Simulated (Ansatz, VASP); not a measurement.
# InH: VASP beside Ansatz, part 3 of 3

Wanted: the spread between two codes on one cell, functional and k mesh. The cell is generated by rule, not measured, and may not be a known phase. The cell is taken from a series of runs on this material, whose earlier steps may have relaxed, scaled, displaced or heated it; both programs get it as it stands.

VASP 6.6.1 and Ansatz 0.2.0.

So far: Starting point; Ansatz: zone-centre phonons, PBEsol; VASP: zone-centre phonons, PBEsol.

## (3) VASP: zone-centre phonons, PBEsol (continued)

Level of this step: PBEsol; plane waves and PAW (In_d, H); invented cell (VASP).

Numbers of over 12 decimals in the logs are rounded to 6 here.

From OUTCAR (step 3):

```text
ion  position               nearest neighbor table
   1  0.500  0.500  0.500-   2 3.66   2 3.66   2 3.66   2 3.66   2 3.66   2 3.66   2 3.66   2 3.66

  LATTYP: Found a simple tetragonal cell.
 ALAT       =     3.6108644833
 C/A-ratio  =     1.4491794050

 Subroutine GETGRP returns: Found  8 space group operations
 (whereof  8 operations were pure point group operations)

The static configuration has the point symmetry D_2d.

 Found    105 irreducible k-points:

   k-points           NKPTS =    105   k-points in BZ     NKDIM =    105   number of bands    NBANDS=     20

   dimension x,y,z NGX =    28 NGY =   28 NGZ =   40
   dimension x,y,z NGXF=    56 NGYF=   56 NGZF=   80

   ENCUT  =  500.0 eV  36.75 Ry    6.06 a.u.   6.58  6.58  9.54*2*pi/ulx,y,z

   NELECT =      28.0000    total number of electrons

 k-points in reciprocal lattice and weights: Automatic mesh
   0.00000000  0.00000000  0.00000000       0.001
   0.10000000  0.00000000  0.00000000       0.005
   0.20000000  0.00000000  0.00000000       0.005
   0.30000000  0.00000000  0.00000000       0.005
   0.40000000  0.00000000  0.00000000       0.005
   0.50000000  0.00000000  0.00000000       0.003
   0.10000000  0.10000000  0.00000000       0.005
   0.20000000  0.10000000  0.00000000       0.010
   0.30000000  0.10000000  0.00000000       0.010
[...]
0.50000000  0.40000000  0.50000000       0.005
   0.50000000  0.50000000  0.50000000       0.001

 average (electrostatic) potential at core
       1 -95.6644       2 -95.7649       3 -31.4055       4 -31.4055

  Total       -0.0338901     -0.0338901     -0.0315103      0.0000000      0.0000000      0.0000000
  in kB       -0.7958434     -0.7958434     -0.7399587      0.0000000      0.0000000      0.0000000
  external PRESSURE =      -0.7772152 kB  Pullay stress =       0.0000000 kB

  energy-cutoff  :      500.00
  volume of cell :       68.23
      direct lattice vectors                 reciprocal lattice vectors
     3.610864483  0.000000000  0.000000000     0.276941991  0.000000000  0.000000000
     0.000000000  3.610864483  0.000000000     0.000000000  0.276941991  0.000000000
     0.000000000  0.000000000  5.232790443     0.000000000  0.000000000  0.191102627

 POSITION                                       TOTAL-FORCE (eV/Angst)
 -----------------------------------------------------------------------------------
      1.80543      1.80543      2.61640         0.000000      0.000000      0.000000
      0.00000      0.00000      0.00000         0.000000     -0.000000      0.000000
      0.00000      1.80543      4.48285         0.000000      0.000000     -0.000023
      1.80543      0.00000      0.74994         0.000000     -0.000000      0.000023
 -----------------------------------------------------------------------------------
    total drift:                                0.000000      0.000000      0.000000

 Eigenvectors and eigenvalues of the dynamical matrix
 ----------------------------------------------------

   1 f  =   31.062915 THz   195.174049 2PiTHz 1036.147305 cm-1   128.465835 meV
             X         Y         Z           dx          dy          dz
      1.805432  1.805432  2.616395    -0.011006    0.000013   -0.000000
      0.000000  0.000000  0.000000     0.096675   -0.000115    0.000000
      0.000000  1.805432  4.482852     0.070501    0.001180    0.000000
      1.805432  0.000000  0.749939    -0.992754   -0.000084    0.000000

   2 f  =   31.062915 THz   195.174049 2PiTHz 1036.147305 cm-1   128.465835 meV
             X         Y         Z           dx          dy          dz
      1.805432  1.805432  2.616395    -0.000013   -0.011006    0.000000
      0.000000  0.000000  0.000000     0.000115    0.096675   -0.000000
      0.000000  1.805432  4.482852     0.000084   -0.992754   -0.000000
      1.805432  0.000000  0.749939    -0.001180    0.070501    0.000000

   3 f  =   21.197551 THz   133.188141 2PiTHz  707.074192 cm-1    87.665987 meV
             X         Y         Z           dx          dy          dz
      1.805432  1.805432  2.616395     0.000000    0.000000    0.000000
      0.000000  0.000000  0.000000    -0.000000   -0.000000    0.000000
      0.000000  1.805432  4.482852    -0.000000    0.000000   -0.707107
      1.805432  0.000000  0.749939     0.000000    0.000000    0.707107

   4 f  =   12.323226 THz    77.429115 2PiTHz  411.058583 cm-1    50.964746 meV
             X         Y         Z           dx          dy          dz
      1.805432  1.805432  2.616395    -0.000000   -0.000000   -0.013970
      0.000000  0.000000  0.000000     0.000000    0.000000   -0.116657
      0.000000  1.805432  4.482852     0.000000   -0.000000    0.702209
      1.805432  0.000000  0.749939    -0.000000   -0.000000    0.702209

   5 f  =    7.112373 THz    44.688357 2PiTHz  237.243223 cm-1    29.414398 meV
             X         Y         Z           dx          dy          dz
      1.805432  1.805432  2.616395    -0.029472    0.006025    0.000000
      0.000000  0.000000  0.000000     0.116716   -0.023859   -0.000000
      0.000000  1.805432  4.482852    -0.970630    0.011700    0.000000
      1.805432  0.000000  0.749939    -0.057237    0.198412    0.000000

   6 f  =    7.112373 THz    44.688357 2PiTHz  237.243223 cm-1    29.414398 meV
             X         Y         Z           dx          dy          dz
      1.805432  1.805432  2.616395    -0.006025   -0.029472   -0.000000
      0.000000  0.000000  0.000000     0.023859    0.116716    0.000000
      0.000000  1.805432  4.482852    -0.198412   -0.057237   -0.000000
      1.805432  0.000000  0.749939    -0.011700   -0.970630   -0.000000

   7 f  =    2.683936 THz    16.863666 2PiTHz   89.526464 cm-1    11.099862 meV
             X         Y         Z           dx          dy          dz
      1.805432  1.805432  2.616395    -0.000000   -0.000000    0.711846
      0.000000  0.000000  0.000000     0.000000    0.000000   -0.698630
      0.000000  1.805432  4.482852     0.000000    0.000000   -0.050950
      1.805432  0.000000  0.749939     0.000000   -0.000000   -0.050950

   8 f  =    0.025977 THz     0.163219 2PiTHz    0.866505 cm-1     0.107433 meV
             X         Y         Z           dx          dy          dz
      1.805432  1.805432  2.616395    -0.325749   -0.582012   -0.000000
      0.000000  0.000000  0.000000    -0.360955   -0.644913   -0.000000
      0.000000  1.805432  4.482852    -0.031521   -0.060349   -0.000000
      1.805432  0.000000  0.749939    -0.033777   -0.056318   -0.000000

   9 f  =    0.025977 THz     0.163219 2PiTHz    0.866505 cm-1     0.107433 meV
             X         Y         Z           dx          dy          dz
      1.805432  1.805432  2.616395    -0.582012    0.325749   -0.000000
      0.000000  0.000000  0.000000    -0.644913    0.360955   -0.000000
      0.000000  1.805432  4.482852    -0.056318    0.033777   -0.000000
      1.805432  0.000000  0.749939    -0.060349    0.031521   -0.000000

  10 f/i=    0.007973 THz     0.050094 2PiTHz    0.265940 cm-1     0.032972 meV
             X         Y         Z           dx          dy          dz
      1.805432  1.805432  2.616395    -0.000000    0.000000    0.702196
      0.000000  0.000000  0.000000    -0.000000    0.000000    0.705909
      0.000000  1.805432  4.482852    -0.000000    0.000000    0.065620
      1.805432  0.000000  0.749939    -0.000000    0.000000    0.065620

  11 f/i=    1.027749 THz     6.457537 2PiTHz   34.282014 cm-1     4.250426 meV
             X         Y         Z           dx          dy          dz
      1.805432  1.805432  2.616395     0.104735    0.736990   -0.000000
      0.000000  0.000000  0.000000    -0.092290   -0.649418   -0.000000
      0.000000  1.805432  4.482852    -0.013622   -0.078219   -0.000000
      1.805432  0.000000  0.749939    -0.011116   -0.095857   -0.000000

  12 f/i=    1.027749 THz     6.457537 2PiTHz   34.282014 cm-1     4.250426 meV
             X         Y         Z           dx          dy          dz
      1.805432  1.805432  2.616395     0.736990   -0.104735    0.000000
      0.000000  0.000000  0.000000    -0.649418    0.092290    0.000000
      0.000000  1.805432  4.482852    -0.095857    0.011116    0.000000
      1.805432  0.000000  0.749939    -0.078219    0.013622    0.000000

 ELASTIC MODULI CONTR FROM IONIC RELAXATION (kBar)
 Direction    XX          YY          ZZ          XY          YZ          ZX
 --------------------------------------------------------------------------------
 XX        -406.8013    292.9431    -26.0771      0.0000     -0.0000      0.0000
 YY         292.9431   -406.8013    -26.0771      0.0000      0.0000     -0.0000
 ZZ         -26.0771    -26.0771    -11.9449      0.0000      0.0000      0.0000
 XY           0.0000      0.0000      0.0000      0.0000      0.0000      0.0000
 YZ          -0.0000      0.0000      0.0000      0.0000    -66.0098      0.0000
 ZX           0.0000     -0.0000      0.0000      0.0000     -0.0000    -65.7050
 --------------------------------------------------------------------------------
```

## (4) Comparison

Known differences besides the potentials themselves: the cutoff is 420 eV in Ansatz and 500 eV in VASP; Ansatz makes its cores anew for this functional, VASP keeps those of its PBE data sets. Total energies have different zeros and are not compared.

Compared:

| quantity | Ansatz | VASP | difference |
| --- | --- | --- | --- |
| optical mode 1 to 2 (imaginary, printed as negative) (cm⁻¹) | -32.9 | -34.3 | +1.4 |
| optical mode 3 (cm⁻¹) | 89.4 | 89.5 | -0.13 % |
| optical mode 4 to 5 (cm⁻¹) | 234.8 | 237.2 | -1.04 % |
| optical mode 6 (cm⁻¹) | 407.7 | 411.1 | -0.83 % |
| optical mode 7 (cm⁻¹) | 704.5 | 707.1 | -0.36 % |
| optical mode 8 to 9 (cm⁻¹) | 1033.3 | 1036.1 | -0.28 % |

Modes are paired by rising frequency, not by their patterns, so a pair may set unlike modes beside each other; they are those without the splitting of longitudinal modes.

## (5) What came out

```yaml
r_m_s_difference_of_the_optical_zone_centre_modes_each_program_s_sorted_by_frequency_zone_centre_phonons_pbesol: 2.4 cm⁻¹
difference_in_optical_mode_4_to_5_zone_centre_phonons_pbesol: -1.0 %
```

**Reading.** The r.m.s. difference of the optical zone-centre modes, each program's sorted by frequency is 2.4 cm⁻¹ (zone-centre phonons, PBEsol). Among the rows given in per cent, the largest difference of the zone-centre phonons, PBEsol pair is in optical mode 4 to 5, -1.0 %. How closely two codes agree says nothing of how well the functional describes the real material.

[Lines on the potential files, build, host, timing and source positions are cut from VASP's logs without a mark.]

[Logs are printed without paths, hosts, clocks, repeated set-up lines and the standing remarks that a program may print on its own settings, such as how far it seeks lower states.]

[Hosts, paths, dates, database ids (printed as entryN), source tags and the programs' standing remarks are cut or masked in the printed files.]
